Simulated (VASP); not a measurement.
An input for Ansatz (written as the equivalent of a VASP run, and not itself run):

Ansatz 0.2 input:
```yaml
crystal:
  lattice:
    - [1.8850000, -3.2649160, 0.0000000]
    - [1.8850000, 3.2649160, 0.0000000]
    - [0.0000000, 0.0000000, 6.1400000]
  atoms:
    - { symbol: Zr, position: [0.0000000, 0.0000000, 0.0000000] }
    - { symbol: Se, position: [0.3333330, 0.6666670, 0.2550000] }
    - { symbol: Se, position: [0.6666670, 0.3333330, 0.7450000] }
kpoints:
  mp_grid: { grid: [7, 7, 4] }
hamiltonian:
  xc: lda
  pseudopotentials: { kind: paw }
scf:
  occupations: { method: gaussian, width: 0.05 }
  max_iter: 100
relax:
  max_steps: 60
  f_tol: 0.01
  cell: {}
output: { forces: true, stress: true, eigenvalues: true }
```

Problem. Translate this input to VASP (INCAR, KPOINTS, POSCAR, choice of POTCAR).

Solution. This is not unique; one that fits is 
KPOINTS:
```
Automatic mesh
0
gamma
7 7 4
```

**INCAR**
```
! general
SYSTEM  = ZrSe2
PREC    = Accurate
ENCUT   = 520   ! plane-wave cut-off (eV)
LREAL   = F
LASPH   = T

! electronic loop
EDIFF   = 1E-6
NELM    = 100   ! most electronic steps
ALGO    = Normal
LMAXMIX = 4   ! l cut-off of mixed one-centre charges

! smearing
ISMEAR  = 0
SIGMA   = 0.05   ! width (eV)

! ions
IBRION  = 2   ! conjugate gradients
NSW     = 60
ISIF    = 3   ! ions, shape and volume
EDIFFG  = -0.01   ! ionic stop

! output
LWAVE   = F
LCHARG  = F
```

**POSCAR**
```
ZrSe2
1
    1.8850000000    -3.2649160000     0.0000000000
    1.8850000000     3.2649160000     0.0000000000
    0.0000000000     0.0000000000     6.1400000000
Zr Se
1 2
Direct
  0.0000000000   0.0000000000   0.0000000000
  0.3333330000   0.6666670000   0.2550000000
  0.6666670000   0.3333330000   0.7450000000
```

POTCAR, in this order: Zr_sv Se (LDA.64 set). Program: vasp_std.

The two are equivalent in intent, not identical: each code has its own PAW files, so the cut-off isn't converted (ENCUT is set for VASP's; basis.ecutwfc is left out, and Ansatz then takes the one that its files recommend); Ansatz stops its SCF on the density residual and VASP on the energy change (EDIFF); Ansatz's lda is the Perdew-Wang form, while the LDA potentials of VASP carry Perdew-Zunger's.

The compound is ZrSe2 in the 1T layered structure. This run relaxes it. Symmetry was kept, so distortions that lower it aren't found.
